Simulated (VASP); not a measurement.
# WAu (F-43m) in VASP: notebook

The runs below take WAu through relaxation of cell and atoms, with revPBE+D3, revPBE+D3(BJ), revPBE+D4, revPBE+dDsC, revPBE.

All numbers are computed with VASP 6.6.1; they aren't measurements. Logs are shortened: lines on timing, memory, paths and dates and some standing lists are left out, and cuts for length are marked.

**1. The crystal as given**

The structure is cubic, space group F-43m (No. 216). The conventional cell has a = 5.496 Å, b = 5.496 Å, c = 5.496 Å, α = 90.00°, β = 90.00°, γ = 90.00°. W (site symmetry -43m) has 4 Au at 2.38 Å as nearest neighbours. Around Au (site symmetry -43m) lie 4 W at 2.38 Å.

The cell was built by a generator and needn't be a form met in nature.

**2. Relaxation of cell and atoms, revPBE+D3**

INCAR reads:

```
SYSTEM = WAu
  ALGO = Normal
  EDIFF = 1E-6
  EDIFFG = -0.01
  ENCUT = 600
  GGA = RE
  IBRION = 2
  ISIF = 3
  ISMEAR = -1
  IVDW = 11
  LASPH = .True.
  LCHARG = .False.
  LREAL = .False.
  LWAVE = .False.
  NELM = 100
  NSW = 40
  PREC = Accurate
  SIGMA = 0.05
```

KPOINTS reads:

```
k-points
0
Gamma
  8 8 8
  0 0 0
```

POSCAR reads:

```
WAu
1.0
    0.0000000000      2.7479792600      2.7479792600
    2.7479792600      0.0000000000      2.7479792600
    2.7479792600      2.7479792600      0.0000000000
W Au
1 1
Direct
    0.0000000000      0.0000000000      0.0000000000
    0.7500000000      0.7500000000      0.7500000000
```

Potentials or basis: VASP PAW PBE potentials, release 64 (W_sv, Au).

Launch:

```bash
$ cat potpaw_PBE.64/W_sv/POTCAR potpaw_PBE.64/Au/POTCAR > POTCAR
$ mpirun -np 1 vasp_std > vasp.out
```

OUTCAR:

```text
SYSTEM = WAu
   EDIFF = 1E-6
   EDIFFG = -0.01
   ENCUT = 600
   GGA = RE
   IBRION = 2
   ISIF = 3
   ISMEAR = -1
   IVDW = 11
   LASPH = .True.
   LREAL = .False.
   NELM = 100
   NSW = 40
   PREC = Accurate
 IVDW          = 11

 ion  position               nearest neighbor table
   1  0.000  0.000  0.000-   2 2.38   2 2.38   2 2.38   2 2.38
   2  0.750  0.750  0.750-   1 2.38   1 2.38   1 2.38   1 2.38

  LATTYP: Found a face centered cubic cell.
 ALAT       =     5.4959585200

  Lattice vectors:

 A1 = (   0.0000000000,   2.7479792600,   2.7479792600)
 A2 = (   2.7479792600,   0.0000000000,   2.7479792600)
 A3 = (   2.7479792600,   2.7479792600,   0.0000000000)

Analysis of symmetry for initial positions (statically):
=====================================================================
 Subroutine PRICEL returns:
 Original cell was already a primitive cell.

 Routine SETGRP: Setting up the symmetry group for a
 face centered cubic supercell.

 Subroutine GETGRP returns: Found 24 space group operations
 (whereof 24 operations were pure point group operations)
 out of a pool of 48 trial point group operations.

The static configuration has the point symmetry T_d .

Analysis of symmetry for dynamics (positions and initial velocities):
=====================================================================
 Subroutine PRICEL returns:
 Original cell was already a primitive cell.

 Routine SETGRP: Setting up the symmetry group for a
 face centered cubic supercell.

 Subroutine GETGRP returns: Found 24 space group operations
 (whereof 24 operations were pure point group operations)
 out of a pool of 48 trial point group operations.

The dynamic configuration has the point symmetry T_d .

 Subroutine INISYM returns: Found 24 space group operations
 (whereof 24 operations are pure point group operations),
 and found     1 'primitive' translations

----------------------------------------------------------------------------------------

                                     Primitive cell

  volume of cell :      41.5021

  direct lattice vectors                    reciprocal lattice vectors
     0.000000000  2.747979260  2.747979260    -0.181951883  0.181951883  0.181951883
     2.747979260  0.000000000  2.747979260     0.181951883 -0.181951883  0.181951883
     2.747979260  2.747979260  0.000000000     0.181951883  0.181951883 -0.181951883

  length of vectors
     3.886229539  3.886229539  3.886229539     0.315149905  0.315149905  0.315149905

  position of ions in fractional coordinates (direct lattice)
     0.000000000  0.000000000  0.000000000
     0.750000000  0.750000000  0.750000000

  ion indices of the primitive-cell ions
   primitive index   ion index
                 1           1
                 2           2

----------------------------------------------------------------------------------------

 KPOINTS: k-points

Automatic generation of k-mesh.
 Grid dimensions read from file:
 generate k-points for:    8    8    8

 Generating k-lattice:

  Cartesian coordinates                     Fractional coordinates (reciprocal lattice)
    -0.022743985  0.022743985  0.022743985     0.125000000  0.000000000  0.000000000
     0.022743985 -0.022743985  0.022743985     0.000000000  0.125000000  0.000000000
     0.022743985  0.022743985 -0.022743985     0.000000000  0.000000000  0.125000000

  Length of vectors
     0.039393738  0.039393738  0.039393738

  Shift w.r.t. Gamma in fractional coordinates (k-lattice)
     0.000000000  0.000000000  0.000000000

 Subroutine IBZKPT returns following result:
 ===========================================

 Found     29 irreducible k-points:

 Following reciprocal coordinates:
            Coordinates               Weight
  0.000000  0.000000  0.000000      1.000000
  0.125000  0.000000  0.000000      8.000000
  0.250000  0.000000  0.000000      8.000000
  0.375000  0.000000  0.000000      8.000000
  0.500000  0.000000  0.000000      4.000000
  0.125000  0.125000  0.000000      6.000000
[... 16 lines left out ...]
  0.500000  0.250000  0.125000     48.000000
 -0.375000  0.250000  0.125000     24.000000
 [... further k-points ...]
   k-points           NKPTS =     29   k-points in BZ     NKDIM =     29   number of bands    NBANDS=     16
   number of dos      NEDOS =    301   number of ions     NIONS =      2
   total plane-waves  NPLWV =  32768
   dimension x,y,z NGX =    32 NGY =   32 NGZ =   32
   dimension x,y,z NGXF=    64 NGYF=   64 NGZF=   64
   ions per type =               1   1
   NGX,Y,Z   is equivalent  to a cutoff of  13.69, 13.69, 13.69 a.u.
   NGXF,Y,Z  is equivalent  to a cutoff of  27.38, 27.38, 27.38 a.u.
 SYSTEM =  WAu
   PREC   = accura    normal or accurate (medium, high low for compatibility)
   ISTART =      0    job   : 0-new  1-cont  2-samecut
   ICHARG =      2    charge: 1-file 2-atom 10-const
   ISPIN  =      1    spin polarized calculation?
   LNONCOLLINEAR =      F non collinear calculations
   LSORBIT =      F    spin-orbit coupling
   LASPH  =      T    aspherical Exc in radial PAW
   ENCUT  =  600.0 eV  44.10 Ry    6.64 a.u.   7.76  7.76  7.76*2*pi/ulx,y,z
   NELM   =    100;   NELMIN=  2; NELMDL= -5     # of ELM steps
   EDIFF  = 0.1E-05   stopping-criterion for ELM
   LREAL  =      F    real-space projection
   EDIFFG = -.1E-01   stopping-criterion for IOM
   NSW    =     40    number of steps for IOM
   IBRION =      2    ionic relax: 0-MD 1-quasi-New 2-CG
   NFREE  =      1    steps in history (QN), initial steepest desc. (CG)
   ISIF   =      3    stress and relaxation
   ISYM   =      2    0-nonsym 1-usesym 2-fastsym
   POTIM  = 0.5000    time-step for ionic-motion
   TEBEG  =    0.0;   TEEND  =   0.0 temperature during run
   PSTRESS=    0.0 pullay stress
   NELECT =      25.0000    total number of electrons
   NUPDOWN=      -1.0000    fix difference up-down
   EMIN   =  10.00;   EMAX   =-10.00  energy-range for DOS
   EFERMI =   0.00;   METHOD = LEGACY
   ISMEAR =    -1;   SIGMA  =   0.05  broadening in eV -4-tet -1-fermi 0-gaus
   EFERMI_NEDOS =   21; number of points for ismear=-14 and -15
   IALGO  =     38    algorithm
   IMIX   =      4    mixing-type and parameters
     AMIX     =   0.40;   BMIX     =  1.00
     AMIX_MAG =   1.60;   BMIX_MAG =  1.00
  volume/ion in A,a.u.               =      20.75       140.04
  Fermi-wavevector in a.u.,A,eV,Ry     =   1.382605  2.612744 26.008842  1.911596
  Thomas-Fermi vector in A             =   2.507280
   LORBIT       =      0    0 simple, 1 ext, 2 COOP (PROOUT), +10 PAW based schemes
   GGA     = RE    functional components
   LHFCALC =     F    Hartree Fock is set to
   AEXX    =    0.0000 exact exchange contribution
   IVDW    =    11    specifies the selected vdW correction
   LEPSILON=     F    determine dielectric tensor
   LRPA    =     F    only Hartree local field effects (RPA)
 conjugate gradient relaxation of ions
 non-spin polarized calculation
  energy-cutoff  :      600.00
  volume of cell :       41.50
 maximum number of plane-waves:      1411
   NGX = 15   NGY = 15   NGZ = 15

--------------------------------------- Ionic step        1  -------------------------------------------

 number of electron      24.9999999 magnetization

 Free energy of the ion-electron system (eV)
  ---------------------------------------------------
  ext. energy  EPLUGINS =         0.00000000
  ---------------------------------------------------
  free energy    TOTEN  =       -10.66910193 eV

  energy without entropy =      -10.65287018  energy(sigma->0) =      -10.66098606

------------------------ aborting loop because EDIFF is reached ----------------------------------------

 Edisp (eV)   -2.54192

 E8    (eV) :    -1.4343

  FORCE on cell =-STRESS in cart. coord.  units (eV):
  Direction    XX          YY          ZZ          XY          YZ          ZX
  --------------------------------------------------------------------------------------
  -------------------------------------------------------------------------------------
  Total       5.61336     5.61336     5.61336    -0.00000    -0.00000     0.00000
  in kB     216.70220   216.70220   216.70220    -0.00000    -0.00000     0.00000
  external pressure =      216.70 kB  Pullay stress =        0.00 kB

 VOLUME and BASIS-vectors are now :
 -----------------------------------------------------------------------------
  energy-cutoff  :      600.00
  volume of cell :       41.50
      direct lattice vectors                 reciprocal lattice vectors
     0.000000000  2.747979260  2.747979260    -0.181951883  0.181951883  0.181951883
     2.747979260  0.000000000  2.747979260     0.181951883 -0.181951883  0.181951883
     2.747979260  2.747979260  0.000000000     0.181951883  0.181951883 -0.181951883

 POSITION                                       TOTAL-FORCE (eV/Angst)
 -----------------------------------------------------------------------------------
      0.00000      0.00000      0.00000        -0.000000     -0.000000      0.000000
      4.12197      4.12197      4.12197         0.000000      0.000000     -0.000000
 -----------------------------------------------------------------------------------
    total drift:                               -0.000001     -0.000001     -0.000001

  FREE ENERGIE OF THE ION-ELECTRON SYSTEM (eV)
  ---------------------------------------------------
  free  energy   TOTEN  =       -13.2110265177 eV

  energy  without entropy=      -13.1947947722  energy(sigma->0) =      -13.20291064

--------------------------------------- Ionic step        2  -------------------------------------------

 number of electron      25.0000002 magnetization

 E-fermi :   3.6948     XC(G=0):  -9.5226

 val. band max:        3.6686723330   @ k =  -0.3750   0.2500   0.1250
 cond. band min:       3.7058864489   @ k =   0.3750   0.2500   0.0000
 fundamental gap:      0.0372141160
 Fermi energy:         3.6947593794

 k-point     1 :       0.0000    0.0000    0.0000
  band No.  band energies     occupation
      1     -70.9583      2.00000
      2     -35.0669      2.00000
      3     -35.0669      2.00000
      4     -35.0669      2.00000
      5      -2.7090      2.00000
      6      -1.1267      2.00000
[... 8 lines left out ...]
     15       4.6523      0.00000
     16      11.0321      0.00000
[... 543 lines left out ...]
 POSITION                                       TOTAL-FORCE (eV/Angst)
 -----------------------------------------------------------------------------------
      0.00000      0.00000      0.00000        -0.000000     -0.000000      0.000000
      4.28567      4.28567      4.28567         0.000000      0.000000     -0.000000
 -----------------------------------------------------------------------------------
    total drift:                               -0.000001     -0.000001     -0.000001

  FREE ENERGIE OF THE ION-ELECTRON SYSTEM (eV)
  ---------------------------------------------------
  free  energy   TOTEN  =       -13.5149369263 eV

  energy  without entropy=      -13.4966857514  energy(sigma->0) =      -13.50581134

--------------------------------------- Ionic step        5  -------------------------------------------

 number of electron      25.0000000 magnetization

 Free energy of the ion-electron system (eV)
  ---------------------------------------------------
  ext. energy  EPLUGINS =         0.00000000
  ---------------------------------------------------
  free energy    TOTEN  =       -11.34066052 eV

  energy without entropy =      -11.32245531  energy(sigma->0) =      -11.33155791

 E-fermi :   6.3192     XC(G=0): -10.8735

 val. band max:        6.2839126608   @ k =  -0.3750   0.2500   0.1250
 cond. band min:       6.3627367212   @ k =   0.3750   0.2500   0.0000
 fundamental gap:      0.0788240604
 Fermi energy:         6.3192002876

 k-point     1 :       0.0000    0.0000    0.0000
  band No.  band energies     occupation
      1     -67.9466      2.00000
      2     -32.1681      2.00000
      3     -32.1681      2.00000
      4     -32.1681      2.00000
      5      -1.5064      2.00000
      6       0.2929      2.00000
[... 8 lines left out ...]
     15       8.0202      0.00000
     16      14.9664      0.00000
[... 463 lines left out ...]
 POSITION                                       TOTAL-FORCE (eV/Angst)
 -----------------------------------------------------------------------------------
      0.00000      0.00000      0.00000         0.000000     -0.000000      0.000000
      4.28240      4.28240      4.28240         0.000000      0.000000     -0.000000
 -----------------------------------------------------------------------------------
    total drift:                               -0.000001     -0.000001     -0.000001

  FREE ENERGIE OF THE ION-ELECTRON SYSTEM (eV)
  ---------------------------------------------------
  free  energy   TOTEN  =       -13.5150296259 eV

  energy  without entropy=      -13.4968244231  energy(sigma->0) =      -13.50592702

 reached required accuracy - stopping structural energy minimisation
```

Wall time 72 s (1 thread of Intel Xeon Platinum 8488C (Sapphire Rapids), shared host); peak memory 0.2 GiB.

Results:

```yaml
Free_energy: -13.5150 eV
Relaxed_volume: 23.27 Å³/atom
Relaxed_cell: a = 4.037 Å, b = 4.037 Å, c = 4.037 Å, α = 60.00°, β = 60.00°, γ = 60.00°
Space_group_after_relaxing_to_0.05_Å: F-43m (No. 216)
Energy_gained_by_relaxing: 152.0 meV/atom
Ionic_steps: 5
Pressure_after_relaxing: 0.0 GPa
Band_gap_on_the_k_mesh: none (metal or under the smearing width)
Dispersion_energy_per_atom: -1.087 eV
```

Step by step:
| step | energy change (eV) | largest force (eV/Å) | pressure (GPa) | volume (Å³) |
| --- | --- | --- | --- | --- |
| 1 | 0.0000 | 0.0000 | 21.67 | 41.50 |
| 2 | 0.8125 | 0.0000 | -19.18 | 60.75 |
| 3 | -0.3013 | 0.0000 | -1.58 | 47.09 |
| 4 | -0.3039 | 0.0000 | -0.27 | 46.65 |
| 5 | -0.3040 | 0.0000 | 0.00 | 46.54 |

Final structure:
```yaml
crystal:
  lattice:
    - [0.00000, 2.85493, 2.85493]
    - [2.85493, 0.00000, 2.85493]
    - [2.85493, 2.85493, 0.00000]
  atoms:
    - { symbol: W, position: [0.00000, 0.00000, 0.00000] }
    - { symbol: Au, position: [0.75000, 0.75000, 0.75000] }
```

Caveat: the PAW data sets were made with another functional, which shifts forces and pressure a little; pairwise dispersion overbinds metals, which lowers pressure and volume.

[end of part 1 of 2]
